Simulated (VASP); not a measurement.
Computed with PBE GGA, VASP's PBE PAW potentials (set 64) (plane waves; VASP).

VASP ran on this input.

**POSCAR**
```
HfN
1.0
  0.0000000000   2.2671672367   2.2671672367
  2.2671672367   0.0000000000   2.2671672367
  2.2671672367   2.2671672367   0.0000000000
Hf N
1 1
Cartesian
  0.0000000000   0.0000000000   0.0000000000
  2.2671672367   2.2671672367   2.2671672367
```

**KPOINTS**
```
Regular mesh
0
Gamma
 14 14 14
0 0 0
```

INCAR:
```
SYSTEM = HfN
PREC = Accurate
ENCUT = 600
EDIFF = 1E-7
NELM = 100
ALGO = Normal
LREAL = .FALSE.
LASPH = .TRUE.
ISMEAR = 1
SIGMA = 0.1
GGA = PE
LMAXMIX = 6
LWAVE = .FALSE.
LCHARG = .FALSE.
ISIF = 3
IBRION = 2
NSW = 40
EDIFFG = -0.01
PSTRESS = 300
```

POTCAR, in this order: Hf_pv N (PBE.64 set). Program: vasp_std.

Question: What will the output report for the number of irreducible k-points (NKPTS), number of bands (NBANDS), largest plane-wave count, number of space-group operations, FFT grid (NGX, NGY, NGZ)?

Answer: 
```
Item                                           Value
--------------------------------------  ------------
number of irreducible k-points (NKPTS)           104
number of bands (NBANDS)                          11
largest plane-wave count                         795
number of space-group operations                  48
FFT grid (NGX, NGY, NGZ)                28 × 28 × 28
```

The compound is HfN in the rock salt structure. This run relaxes it under an external pressure of 30 GPa. Symmetry was kept, so distortions that lower it aren't found. The electron count is odd and the run is not spin-polarised, which forces a metal.
